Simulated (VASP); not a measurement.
Computed with PBE GGA, VASP's PBE PAW potentials (set 64) (plane waves; VASP).

A VASP calculation is set up with these files.

POSCAR:
```
KBr
3.3660
  0.0000000000   1.0000000000   1.0000000000
  1.0000000000   0.0000000000   1.0000000000
  1.0000000000   1.0000000000   0.0000000000
K Br
1 1
direct
  0.0000000000   0.0000000000   0.0000000000
  0.5000000000   0.5000000000   0.5000000000
```

**INCAR**
```
! general
SYSTEM   = KBr
PREC     = Accurate
ENCUT    = 400   ! plane-wave cut-off (eV)
LREAL    = .False.   ! projection in real space or not
LASPH    = .True.   ! aspherical one-centre terms
KSPACING = 0.6
KGAMMA   = .False.

! electronic loop
EDIFF    = 1E-6   ! SCF stop (eV)
NELM     = 100   ! most electronic steps
ALGO     = Normal   ! blocked Davidson
LMAXMIX  = 4

! smearing
ISMEAR   = 0
SIGMA    = 0.05

! functional
GGA      = PE   ! PBE

! ions
ISIF     = 2

! output
LWAVE    = .False.
LCHARG   = .False.
```

POTCAR, in this order: K_sv Br (PBE.64 set). Program: vasp_std.

Output of the run:

File OSZICAR:
```
       N       E                     dE             d eps       ncg     rms          rms(c)
DAV:   1     0.960214854663E+02    0.96021E+02   -0.62421E+03    96   0.964E+02
DAV:   2    -0.730136607966E+00   -0.96752E+02   -0.92762E+02   124   0.233E+02
DAV:   3    -0.617155049452E+01   -0.54414E+01   -0.54099E+01   124   0.579E+01
DAV:   4    -0.640545098605E+01   -0.23390E+00   -0.23373E+00   164   0.924E+00
DAV:   5    -0.640794524621E+01   -0.24943E-02   -0.24942E-02   124   0.968E-01    0.285E+00
DAV:   6    -0.622079988886E+01    0.18715E+00   -0.29863E-01   108   0.280E+00    0.206E+00
DAV:   7    -0.620711087407E+01    0.13689E-01   -0.14334E-01   112   0.216E+00    0.101E+00
DAV:   8    -0.621739822307E+01   -0.10287E-01   -0.16284E-02   132   0.108E+00    0.145E-01
DAV:   9    -0.621796433189E+01   -0.56611E-03   -0.75083E-04   124   0.183E-01    0.830E-02
DAV:  10    -0.621846220524E+01   -0.49787E-03   -0.56118E-04    96   0.168E-01    0.177E-02
DAV:  11    -0.621846819768E+01   -0.59924E-05   -0.15307E-05   132   0.262E-02    0.426E-03
DAV:  12    -0.621847301276E+01   -0.48151E-05   -0.47450E-06    88   0.176E-02    0.482E-03
DAV:  13    -0.621847284093E+01    0.17183E-06   -0.37466E-07    84   0.388E-03
   1 F= -.62184728E+01 E0= -.62184728E+01  d E =-.215739E-15
```

OUTCAR:
```
------------------------ aborting loop because EDIFF is reached ----------------------------------------
  FORCE on cell =-STRESS in cart. coord.  units (eV):
  Direction    XX          YY          ZZ          XY          YZ          ZX
  --------------------------------------------------------------------------------------
  Total       -0.0551913     -0.0551913     -0.0551913     -0.0000000     -0.0000000      0.0000000
  in kB       -1.1593342     -1.1593342     -1.1593342     -0.0000000     -0.0000000      0.0000000
  external PRESSURE =      -1.1593342 kB  Pullay stress =       0.0000000 kB
  volume of cell :       76.27
      direct lattice vectors                 reciprocal lattice vectors
     0.000000000  3.366000000  3.366000000    -0.148544266  0.148544266  0.148544266
     3.366000000  0.000000000  3.366000000     0.148544266 -0.148544266  0.148544266
     3.366000000  3.366000000  0.000000000     0.148544266  0.148544266 -0.148544266
  FREE ENERGIE OF THE ION-ELECTRON SYSTEM (eV)
  ---------------------------------------------------
  free  energy   TOTEN  =        -6.2184728409 eV

  energy  without entropy=       -6.2184728409  energy(sigma->0) =       -6.21847284
```
(Selected blocks of OUTCAR.)

The compound is KBr in the rock salt structure. The cell was not relaxed at this level. The run is one of a series of settings (KGAMMA = .FALSE., KSPACING = 0.6, KPOINTS file removed against the base run), some of them coarse on purpose.
